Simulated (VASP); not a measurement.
Level of theory: PBE GGA, VASP's PBE PAW potentials (set 64) (plane waves; VASP 6.6.1).

A VASP calculation is set up with these files.

File KPOINTS:
```
Automatic mesh
0
Gamma
5 5 5
0 0 0
```

INCAR:
```
ALGO = Normal
EDIFF = 1E-6
EDIFFG = -0.02
ENCUT = 500
GGA = PE
IBRION = 2
ISIF = 3
ISMEAR = 0
LASPH = .True.
LCHARG = .False.
LMAXMIX = 4
LREAL = .False.
LWAVE = .False.
NELM = 100
NSW = 40
PREC = Accurate
PSTRESS = 450
SIGMA = 0.05
SYSTEM = FeSi
```

POSCAR:
```
FeSi
1.0
  4.2933834415   0.0000000000   0.0000000000
  0.0000000000   4.2933834415   0.0000000000
  0.0000000000   0.0000000000   4.2933834415
Fe Si
4 4
Cart
  3.6912659789   2.7488091833   1.5445742582
  1.5445742582   3.6912659789   2.7488091833
  0.6021174626   0.6021174626   0.6021174626
  2.7488091833   1.5445742582   3.6912659789
  0.6760483606   1.4706433601   2.8227400814
  2.8227400814   0.6760483606   1.4706433601
  3.6173350809   3.6173350809   3.6173350809
  1.4706433601   2.8227400814   0.6760483606
```

POTCAR, in this order: Fe Si (PBE.64 set). Program: vasp_std.

The run wrote:

OUTCAR:
```
 ion  position               nearest neighbor table
   1  0.860  0.640  0.360-   5 2.21   6 2.25   7 2.25   8 2.25   6 2.39   7 2.39   8 2.39   2 2.64
                             4 2.64   3 2.64   3 2.64   2 2.64   4 2.64
   2  0.360  0.860  0.640-   6 2.21   5 2.25   7 2.25   8 2.25   8 2.39   5 2.39   7 2.39   1 2.64
                             3 2.64   4 2.64   3 2.64   1 2.64   4 2.64
   3  0.140  0.140  0.140-   7 2.21   6 2.25   5 2.25   8 2.25   8 2.39   5 2.39   6 2.39   2 2.64
                             4 2.64   1 2.64   2 2.64   1 2.64   4 2.64
   4  0.640  0.360  0.860-   8 2.21   6 2.25   7 2.25   5 2.25   5 2.39   6 2.39   7 2.39   1 2.64
                             1 2.64   2 2.64   2 2.64   3 2.64   3 2.64
   5  0.157  0.343  0.657-   1 2.21   2 2.25   3 2.25   4 2.25   2 2.39   3 2.39   4 2.39   8 2.66
                             6 2.66   8 2.66   7 2.66   7 2.66   6 2.66
   6  0.657  0.157  0.343-   2 2.21   1 2.25   3 2.25   4 2.25   4 2.39   1 2.39   3 2.39   8 2.66
                             7 2.66   5 2.66   8 2.66   7 2.66   5 2.66
   7  0.843  0.843  0.843-   3 2.21   2 2.25   1 2.25   4 2.25   4 2.39   1 2.39   2 2.39   5 2.66
                             6 2.66   8 2.66   6 2.66   5 2.66   8 2.66
   8  0.343  0.657  0.157-   4 2.21   2 2.25   3 2.25   1 2.25   1 2.39   2 2.39   3 2.39   7 2.66
                             5 2.66   5 2.66   6 2.66   6 2.66   7 2.66
  LATTYP: Found a simple cubic cell.
 ALAT       =     4.2933834415
 Subroutine PRICEL returns:
 Original cell was already a primitive cell.
 Subroutine GETGRP returns: Found 12 space group operations
The static configuration has the point symmetry C_3 .
 The point group associated with its full space group is T   .
The dynamic configuration has the point symmetry C_3 .
 Subroutine INISYM returns: Found 12 space group operations
 Subroutine IBZKPT returns following result:
 Found     11 irreducible k-points:

 Following reciprocal coordinates:
            Coordinates               Weight
  0.000000  0.000000  0.000000      1.000000
  0.200000  0.000000  0.000000      6.000000
  0.400000  0.000000  0.000000      6.000000
  0.200000  0.200000  0.000000     12.000000
  0.400000  0.200000  0.000000     12.000000
 -0.200000  0.400000  0.000000     12.000000
  0.400000  0.400000  0.000000     12.000000
  0.200000  0.200000  0.200000      8.000000
  0.400000  0.200000  0.200000     24.000000
...
```

**OSZICAR**
```
       N       E                     dE             d eps       ncg     rms          rms(c)
DAV:   1     0.359666222428E+03    0.35967E+03   -0.19852E+04   638   0.185E+03
DAV:   2    -0.271614551803E+02   -0.38683E+03   -0.37541E+03   638   0.422E+02
DAV:   3    -0.640111466077E+02   -0.36850E+02   -0.33444E+02   907   0.146E+02
DAV:   4    -0.657065069854E+02   -0.16954E+01   -0.16583E+01   943   0.349E+01
DAV:   5    -0.657344067578E+02   -0.27900E-01   -0.27887E-01   988   0.436E+00    0.364E+01
DAV:   6    -0.677789791963E+02   -0.20446E+01   -0.19798E+02   952   0.162E+02    0.256E+01
DAV:   7    -0.584199924472E+02    0.93590E+01   -0.76034E+01   967   0.112E+02    0.104E+01
DAV:   8    -0.581016175078E+02    0.31837E+00   -0.31936E+00   884   0.167E+01    0.273E+00
DAV:   9    -0.580391566393E+02    0.62461E-01   -0.33117E-01  1007   0.563E+00    0.101E+00
DAV:  10    -0.580309908859E+02    0.81658E-02   -0.10653E-02   796   0.101E+00    0.287E-01
DAV:  11    -0.580305167177E+02    0.47417E-03   -0.56180E-03  1012   0.848E-01    0.120E-01
DAV:  12    -0.580304721909E+02    0.44527E-04   -0.15599E-04  1012   0.124E-01    0.545E-02
DAV:  13    -0.580304603345E+02    0.11856E-04   -0.96081E-05  1007   0.100E-01    0.135E-02
DAV:  14    -0.580304600935E+02    0.24103E-06   -0.16270E-06   508   0.145E-02
   1 F= -.35802431E+02 E0= -.35802292E+02  d E =-.358024E+02
       N       E                     dE             d eps       ncg     rms          rms(c)
DAV:   1    -0.605575260250E+02   -0.25271E+01   -0.15097E+02   643   0.168E+02    0.312E+01
DAV:   2    -0.580666230900E+02    0.24909E+01   -0.95385E+01   897   0.130E+02    0.159E+01
DAV:   3    -0.546433995157E+02    0.34232E+01   -0.30192E+01   933   0.748E+01    0.606E+00
DAV:   4    -0.543371085724E+02    0.30629E+00   -0.14320E+00   965   0.137E+01    0.192E+00
DAV:   5    -0.542956130002E+02    0.41496E-01   -0.67798E-02  1002   0.255E+00    0.907E-01
DAV:   6    -0.542843772387E+02    0.11236E-01   -0.12667E-02   683   0.806E-01    0.150E-01
DAV:   7    -0.542845330727E+02   -0.15583E-03   -0.15966E-03  1004   0.342E-01    0.101E-01
DAV:   8    -0.542845088570E+02    0.24216E-04   -0.12758E-04   928   0.147E-01    0.418E-02
DAV:   9    -0.542844991921E+02    0.96649E-05   -0.35420E-05  1012   0.693E-02    0.208E-02
DAV:  10    -0.542844989940E+02    0.19804E-06   -0.84559E-07   449   0.116E-02
   2 F= -.34911668E+02 E0= -.34911644E+02  d E =0.890763E+00
       N       E                     dE             d eps       ncg     rms          rms(c)
DAV:   1    -0.612332883401E+02   -0.69488E+01   -0.85500E+01   643   0.130E+02    0.197E+01
DAV:   2    -0.624198325589E+02   -0.11865E+01   -0.93663E+01   957   0.125E+02    0.180E+01
DAV:   3    -0.574502050130E+02    0.49696E+01   -0.32309E+01   952   0.670E+01    0.469E+00
DAV:   4    -0.574359585842E+02    0.14246E-01   -0.49665E-01   821   0.622E+00    0.374E+00
DAV:   5    -0.573682962711E+02    0.67662E-01   -0.15744E-01   982   0.471E+00    0.739E-01
DAV:   6    -0.573645087361E+02    0.37875E-02   -0.97393E-03   851   0.114E+00    0.325E-01
DAV:   7    -0.573643376665E+02    0.17107E-03   -0.94479E-04  1004   0.307E-01    0.976E-02
DAV:   8    -0.573643087616E+02    0.28905E-04   -0.14921E-04   997   0.131E-01    0.123E-02
DAV:   9    -0.573643067523E+02    0.20092E-05   -0.72291E-06   709   0.252E-02    0.107E-02
DAV:  10    -0.573643063450E+02    0.40735E-06   -0.72557E-07   439   0.777E-03
   3 F= -.35946827E+02 E0= -.35946739E+02  d E =-.144396E+00
       N       E                     dE             d eps       ncg     rms          rms(c)
DAV:   1    -0.573400831433E+02    0.24224E-01   -0.11590E-02   643   0.149E+00    0.233E-01
DAV:   2    -0.573401028178E+02   -0.19674E-04   -0.10501E-02   947   0.132E+00    0.178E-01
DAV:   3    -0.573396032288E+02    0.49959E-03   -0.36434E-03   952   0.758E-01    0.474E-02
DAV:   4    -0.573395901690E+02    0.13060E-04   -0.87377E-05   902   0.914E-02    0.832E-03
DAV:   5    -0.573395897900E+02    0.37905E-06   -0.16957E-06   492   0.130E-02
   4 F= -.35947022E+02 E0= -.35946936E+02  d E =-.144591E+00
       N       E                     dE             d eps       ncg     rms          rms(c)
DAV:   1    -0.573232928221E+02    0.16297E-01   -0.50347E-03   643   0.982E-01    0.155E-01
DAV:   2    -0.573233015999E+02   -0.87778E-05   -0.45602E-03   952   0.868E-01    0.117E-01
DAV:   3    -0.573230841846E+02    0.21742E-03   -0.15886E-03   952   0.500E-01    0.322E-02
DAV:   4    -0.573230792603E+02    0.49244E-05   -0.39257E-05   881   0.613E-02    0.540E-03
DAV:   5    -0.573230790500E+02    0.21025E-06   -0.78059E-07   394   0.926E-03
   5 F= -.35947003E+02 E0= -.35946918E+02  d E =-.144573E+00
       N       E                     dE             d eps       ncg     rms          rms(c)
DAV:   1    -0.573110250281E+02    0.12054E-01   -0.64095E-01   638   0.458E+00    0.171E-01
DAV:   2    -0.573119155097E+02   -0.89048E-03   -0.10581E-02   904   0.940E-01    0.114E-01
DAV:   3    -0.573118349472E+02    0.80563E-04   -0.28102E-04   957   0.154E-01    0.529E-02
DAV:   4    -0.573118445766E+02   -0.96294E-05   -0.41516E-04   982   0.249E-01    0.598E-02
DAV:   5    -0.573118106178E+02    0.33959E-04   -0.23074E-04   987   0.190E-01    0.771E-03
DAV:   6    -0.573118104886E+02    0.12921E-06   -0.31102E-06   548   0.196E-02
   6 F= -.35949820E+02 E0= -.35949705E+02  d E =-.281691E-02
       N       E                     dE             d eps       ncg     rms          rms(c)
DAV:   1    -0.573089031517E+02    0.29075E-02   -0.28510E-02   638   0.970E-01    0.365E-02
DAV:   2    -0.573089453702E+02   -0.42218E-04   -0.49564E-04   891   0.197E-01    0.241E-02
DAV:   3    -0.573089413288E+02    0.40414E-05   -0.10655E-05   818   0.283E-02    0.116E-02
DAV:   4    -0.573089405263E+02    0.80244E-06   -0.82210E-06   818   0.338E-02
   7 F= -.35949918E+02 E0= -.35949796E+02  d E =-.291426E-02
```

**OUTCAR**
```
------------------------ aborting loop because EDIFF is reached ----------------------------------------
  FORCE on cell =-STRESS in cart. coord.  units (eV):
  Direction    XX          YY          ZZ          XY          YZ          ZX
  --------------------------------------------------------------------------------------
  Total       21.4098484     21.4098484     21.4098484      0.0000000      0.0000000      0.0000000
  in kB      451.0708097    451.0708097    451.0708097      0.0000000      0.0000000      0.0000000
  external PRESSURE =       1.0708097 kB  Pullay stress =     450.0000000 kB
  volume of cell :       76.05
      direct lattice vectors                 reciprocal lattice vectors
     4.236688013  0.000000000 -0.000000000     0.236033429 -0.000000000 -0.000000000
     0.000000000  4.236688013  0.000000000    -0.000000000  0.236033429 -0.000000000
     0.000000000  0.000000000  4.236688013     0.000000000 -0.000000000  0.236033429
 POSITION                                       TOTAL-FORCE (eV/Angst)
 -----------------------------------------------------------------------------------
      3.63801      2.71703      1.51966        -0.003310      0.003310     -0.003310
      1.51966      3.63801      2.71703        -0.003310     -0.003310      0.003310
      0.59868      0.59868      0.59868         0.003310      0.003310      0.003310
      2.71703      1.51966      3.63801         0.003310     -0.003310     -0.003310
      0.66503      1.45331      2.78338         0.000028     -0.000028      0.000028
      2.78338      0.66503      1.45331         0.000028      0.000028     -0.000028
      3.57166      3.57166      3.57166        -0.000028     -0.000028     -0.000028
      1.45331      2.78338      0.66503        -0.000028      0.000028      0.000028
 -----------------------------------------------------------------------------------
    total drift:                                0.000000      0.000000     -0.000000
  FREE ENERGIE OF THE ION-ELECTRON SYSTEM (eV)
  ---------------------------------------------------
  free  energy   TOTEN  =       -57.3089405263 eV

  energy  without entropy=      -57.3086968636  energy(sigma->0) =      -57.30881869
  enthalpy is  TOTEN    =       -35.9499175250 eV   P V=       21.3590230013

 reached required accuracy - stopping structural energy minimisation
```
(Selected blocks of OUTCAR.)

File CONTCAR:
```
FeSi
   1.00000000000000
     4.2366880130637758    0.0000000000000000   -0.0000000000000000
     0.0000000000000000    4.2366880130637758    0.0000000000000000
     0.0000000000000000    0.0000000000000000    4.2366880130637758
  Fe              Si
     4     4
Direct
     0.8586911793261428    0.6413088206738572    0.3586911793261430
     0.3586911793261430    0.8586911793261428    0.6413088206738572
     0.1413088206738570    0.1413088206738570    0.1413088206738570
     0.6413088206738572    0.3586911793261430    0.8586911793261428
     0.1569697146396260    0.3430302853603740    0.6569697146396259
     0.6569697146396259    0.1569697146396260    0.3430302853603740
     0.8430302853603741    0.8430302853603741    0.8430302853603741
     0.3430302853603740    0.6569697146396259    0.1569697146396260
```

Energy and stress use the plane-wave basis of the starting cell.

The compound is FeSi in the B20 structure. This run relaxes it under an external pressure of 45 GPa. Symmetry was kept, so distortions that lower it aren't found. The run is not spin-polarised, so no magnetic state was tried.
